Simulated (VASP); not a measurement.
# ZrSnTe: single point with LDA

ZrSnTe:

```xyz
6
Lattice="4.0971 0.0000 0.0000 0.0000 4.0971 0.0000 0.0000 0.0000 8.7858" Properties=species:S:1:pos:R:3 pbc="T T T"
Zr    2.0485    0.0000    2.3156
Zr    0.0000    2.0485    6.4702
Sn    0.0000    0.0000    0.0000
Sn    2.0485    2.0485    0.0000
Te    2.0485    0.0000    5.4421
Te    0.0000    2.0485    3.3438
```

The cell comes from a database or a generator and needn't be the stable form of this composition.

```
Program             : VASP 6.6.1
Task                : single point
Functional          : LDA
Potentials or basis : VASP PAW LDA potentials, release 64 (Zr_sv, Sn_d, Te)
Cutoff              : 520 eV
k mesh              : 6 × 6 × 3
Occupations         : fermi-dirac, width 0.1 eV
Spin                : no spin polarisation
```

```
Pressure               : -5.2 GPa
Largest force          : 0.025 eV/Å
Band gap on the k mesh : 0.03 eV, direct
```

Forces in eV/Å, atoms in the order of the input:
```
Zr   0.000  0.000 -0.005
Zr   0.000  0.000  0.005
Sn   0.000  0.000  0.000
Sn   0.000  0.000  0.000
Te   0.000  0.000 -0.025
Te   0.000  0.000  0.025
```

Stress tensor (GPa, compression positive):
```
-5.20  0.00  0.00
 0.00 -5.20  0.00
 0.00  0.00 -5.10
```

Levels at points of the mesh, in eV from the valence-band top:
```tsv
k point	band 28	band 29	band 30	band 31	band 32	band 33	band 34	band 35	band 36	band 37
(0.00, 0.00, 0.00)	-2.42	-1.76	-1.07	-1.07	-0.35	0.07	0.20	0.64	0.71	0.88
(0.50, 0.00, 0.00)	-2.57	-1.38	-1.38	-0.54	-0.54	0.66	0.66	1.49	1.49	1.79
(0.50, 0.50, 0.00)	-3.48	-3.01	-3.01	-1.85	-1.85	1.77	1.77	1.77	1.77	2.41
```

Wall time 8.9 min on 1 thread of Intel(R) Xeon(R) 6975P-C (Granite Rapids) (shared host), peak memory 0.27 GiB.

Caveat: spin-orbit coupling is left out, which moves the levels of the heavy elements; an odd mesh through Γ misses points on the zone boundary, where band edges often lie.
